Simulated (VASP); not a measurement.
# LaB6: convergence with the number of MPI ranks and plane-wave cutoff, part 3 of 3

How sensitive are energy, pressure and forces of LaB6 to the number of MPI ranks and plane-wave cutoff? The series runs use LDA. The start is a cell from a database of measured crystal structures.

VASP 6.6.1; LDA; plane waves and PAW (La, B).

Still holding for the runs below: This run has no spin polarisation. Its electron count is odd, so without a moment it is a metal by construction. The k-mesh is coarse for a metal.

So far. Step 12 (Plane-wave cutoff: ENCUT = 410): Against the run before the energy moves by -0.70 meV an atom and the pressure by +0.26 GPa, after 15 cycles in 5 s.

## 13. Plane-wave cutoff: ENCUT = 510

Contents of INCAR:

```
SYSTEM = LaB6
PREC = Accurate
ENCUT = 510
EDIFF = 1E-06
NELM = 100
ISMEAR = -1
SIGMA = 0.05
LREAL = .FALSE.
ALGO = Normal
GGA = CA
NBANDS = 21
LASPH = .TRUE.
LORBIT = 11
LWAVE = .FALSE.
LCHARG = .FALSE.
KPAR = 8
ISIF = 2
```

Contents of POSCAR:

```
LaB6
1.0
    4.1570000000      0.0000000000      0.0000000000
    0.0000000000      4.1570000000      0.0000000000
    0.0000000000      0.0000000000      4.1570000000
La B
1 6
Direct
    0.0000000000      0.0000000000      0.0000000000
    0.1975000000      0.5000000000      0.5000000000
    0.5000000000      0.1975000000      0.5000000000
    0.8025000000      0.5000000000      0.5000000000
    0.5000000000      0.8025000000      0.5000000000
    0.5000000000      0.5000000000      0.1975000000
    0.5000000000      0.5000000000      0.8025000000
```

Contents of KPOINTS:

```
Automatic mesh
0
Gamma
5 5 5
0 0 0
```

Potentials, in the order of the species: La and B (PBE family, release 64).

Launch:

```console
$ mpirun -np 8 vasp_std
```

The program printed:

```text
[... set-up lines as in an earlier step ...]
 entering main loop
       N       E                     dE             d eps       ncg     rms          rms(c)
DAV:   1     0.222012638557E+03    0.22201E+03   -0.10881E+04   420   0.171E+03
DAV:   2    -0.117018930609E+02   -0.23371E+03   -0.20999E+03   476   0.300E+02
DAV:   3    -0.563553613978E+02   -0.44653E+02   -0.41972E+02   640   0.149E+02
DAV:   4    -0.579327513015E+02   -0.15774E+01   -0.15563E+01   728   0.308E+01
[...]
DAV:  13    -0.535830827606E+02    0.41607E-03   -0.28153E-03   699   0.449E-01    0.108E-02
DAV:  14    -0.535830891840E+02   -0.64234E-05   -0.12250E-04   704   0.101E-01    0.312E-03
DAV:  15    -0.535830892789E+02   -0.94996E-07   -0.46609E-06   704   0.198E-02
   1 F= -.53583089E+02 E0= -.53574228E+02  d E =-.177221E-01
```

Run time: 6 s. Hardware: 8 MPI ranks of Intel Xeon Platinum 8259CL at 2.50GHz (Skylake/Cascade Lake), shared host; peak memory 1.3 GiB.

Parts of OUTCAR (step 13):

```text
  Total       -3.2557570     -3.2557570     -3.2557570      0.0000000      0.0000000      0.0000000
  in kB      -72.6143564    -72.6143564    -72.6143564      0.0000000      0.0000000      0.0000000
  external PRESSURE =     -72.6143564 kB  Pullay stress =       0.0000000 kB

 POSITION                                       TOTAL-FORCE (eV/Angst)
 -----------------------------------------------------------------------------------
      0.00000      0.00000      0.00000        -0.000000      0.000000     -0.000000
      0.82101      2.07850      2.07850         0.721258      0.000000     -0.000000
      2.07850      0.82101      2.07850        -0.000000      0.721258     -0.000000
      3.33599      2.07850      2.07850        -0.721258      0.000000     -0.000000
      2.07850      3.33599      2.07850         0.000000     -0.721258     -0.000000
      2.07850      2.07850      0.82101         0.000000      0.000000      0.721258
      2.07850      2.07850      3.33599        -0.000000      0.000000     -0.721258
 -----------------------------------------------------------------------------------
    total drift:                               -0.000000     -0.000000      0.000000

  FREE ENERGIE OF THE ION-ELECTRON SYSTEM (eV)
  ---------------------------------------------------
  free  energy   TOTEN  =       -53.5830892789 eV

  energy  without entropy=      -53.5653672149  energy(sigma->0) =      -53.57422825

[... 1 part as in an earlier step ...]

[... 2 further parts left out ...]
[key lines of the parts left out:]
E-fermi :   8.1871
```

Against the run before the energy moves by +0.01 meV an atom and the pressure by -0.03 GPa, after 15 cycles in 6 s.

## 14. Plane-wave cutoff: ENCUT = 640

INCAR, as its differences from that of step 13:

```diff
@@ -2,3 +2,3 @@
 PREC = Accurate
-ENCUT = 510
+ENCUT = 640
 EDIFF = 1E-06
```

POSCAR is that of step 13.

KPOINTS is that of step 13.

Launch:

```console
$ mpirun -np 8 vasp_std
```

The program printed:

```text
[... set-up lines as in an earlier step ...]
 entering main loop
       N       E                     dE             d eps       ncg     rms          rms(c)
DAV:   1     0.220363201226E+03    0.22036E+03   -0.13084E+04   436   0.206E+03
DAV:   2    -0.854974054144E+01   -0.22891E+03   -0.20268E+03   476   0.304E+02
DAV:   3    -0.560653025079E+02   -0.47516E+02   -0.42717E+02   632   0.147E+02
DAV:   4    -0.579739568425E+02   -0.19087E+01   -0.18972E+01   768   0.328E+01
[...]
DAV:  13    -0.535901560449E+02    0.27819E-03   -0.19011E-03   691   0.368E-01    0.118E-02
DAV:  14    -0.535901609759E+02   -0.49310E-05   -0.90656E-05   670   0.898E-02    0.439E-03
DAV:  15    -0.535901608696E+02    0.10629E-06   -0.72511E-06   707   0.279E-02
   1 F= -.53590161E+02 E0= -.53581299E+02  d E =-.177228E-01
```

Wall time 7.8 s (8 MPI ranks); peak memory 1.6 GiB.

Parts of OUTCAR (step 14):

```text
  Total       -3.2657929     -3.2657929     -3.2657929      0.0000000      0.0000000      0.0000000
  in kB      -72.8381896    -72.8381896    -72.8381896      0.0000000      0.0000000      0.0000000
  external PRESSURE =     -72.8381896 kB  Pullay stress =       0.0000000 kB

 POSITION                                       TOTAL-FORCE (eV/Angst)
 -----------------------------------------------------------------------------------
      0.00000      0.00000      0.00000        -0.000000      0.000000      0.000000
      0.82101      2.07850      2.07850         0.718141      0.000000     -0.000000
      2.07850      0.82101      2.07850        -0.000000      0.718141      0.000000
      3.33599      2.07850      2.07850        -0.718141     -0.000000      0.000000
      2.07850      3.33599      2.07850         0.000000     -0.718141     -0.000000
      2.07850      2.07850      0.82101        -0.000000     -0.000000      0.718141
      2.07850      2.07850      3.33599         0.000000      0.000000     -0.718141
 -----------------------------------------------------------------------------------
    total drift:                                0.000000      0.000000      0.000000

  FREE ENERGIE OF THE ION-ELECTRON SYSTEM (eV)
  ---------------------------------------------------
  free  energy   TOTEN  =       -53.5901608696 eV

  energy  without entropy=      -53.5724380814  energy(sigma->0) =      -53.58129948

[... 1 part as in an earlier step ...]

[... 2 further parts left out ...]
[key lines of the parts left out:]
E-fermi :   8.1866
```

Against the run before the energy moves by -1.01 meV an atom and the pressure by -0.02 GPa, after 15 cycles in 7.8 s.

## 15. The plane-wave cutoff series as a table

This step: convergence of LDA results with the cutoff; plane waves and PAW (VASP 6.6.1).

This step runs nothing: it gathers the runs above.

Differences are taken from the run with ENCUT = 640. Results of the series, by row:

```tsv
setting	status	energy less the reference (meV/atom)	pressure (GPa)	largest force difference (meV/Å)	SCF cycles	wall time (s)
ENCUT = 190	converged	216.7	-21.34	136.6	15	3.4
ENCUT = 240	converged	64.17	-13.88	176.8	15	3.6
ENCUT = 290	converged	22.06	-10.03	17.24	15	3.6
ENCUT = 320	converged	9.378	-8.649	6.246	15	3.8
ENCUT = 370	converged	1.695	-7.49	0.31	15	5
ENCUT = 410	converged	0.999	-7.232	1.474	15	5
ENCUT = 510	converged	1.01	-7.261	3.117	15	6
ENCUT = 640	converged	0	-7.284	0	15	7.8
```

## 16. Outcome

```yaml
wall_time_from_fewest_to_most_ranks: 12 s to 5.2 s
plane_wave_cutoff_from_which_the_energy_stays_within_10_mev_atom_of_the_reference: ENCUT = 320
plane_wave_cutoff_from_which_the_energy_stays_within_1_mev_atom_of_the_reference: none before the reference itself
plane_wave_cutoff_from_which_the_pressure_stays_within_0p2_gpa_of_the_reference: ENCUT = 410
spread_of_the_pressure_over_the_plane_wave_cutoff: 14.1 GPa
spread_of_the_energy_over_the_plane_wave_cutoff: 217 meV/atom
```

**Reading.** On 8 ranks the run uses the cores at 29 % of the efficiency of 1. No run before the reference (ENCUT = 640) settles within 1 meV an atom of it; the nearest step is off by +1.0 meV an atom, +0.02 GPa, 3.1 meV/Å in forces. The pressure holds within 0.2 GPa from ENCUT = 410 on. These cutoffs are 0.6 to 2 times the default of the data sets, about 320 eV; at the default the run is off by +9.4 meV an atom, -1.37 GPa, 6.2 meV/Å in forces, and at 1.3 times by +1.0 meV an atom, +0.05 GPa, 1.5 meV/Å in forces. Energy differences between like cells converge faster than these totals. Differences are taken from the run with ENCUT = 640, which is itself not the exact limit. Going from 1 ranks to 8 ranks shortens the run by a factor of 2.3; on a shared host such times are rough. The runs at ENCUT = 190; ENCUT = 240; ENCUT = 290 are over 30 meV an atom or 2 GPa off and describe the material poorly.

[Lines on the potential files, build, host, timing and source positions are cut from VASP's logs without a mark.]

[Logs are printed without paths, hosts, clocks, repeated set-up lines and the standing remarks that a program may print on its own settings, such as how far it seeks lower states.]

[Hosts, paths, dates, database ids (printed as entryN), source tags and the programs' standing remarks are cut or masked in the printed files.]

[A measured line is paired with the nearest computed mode of its activity, which favours agreement.]
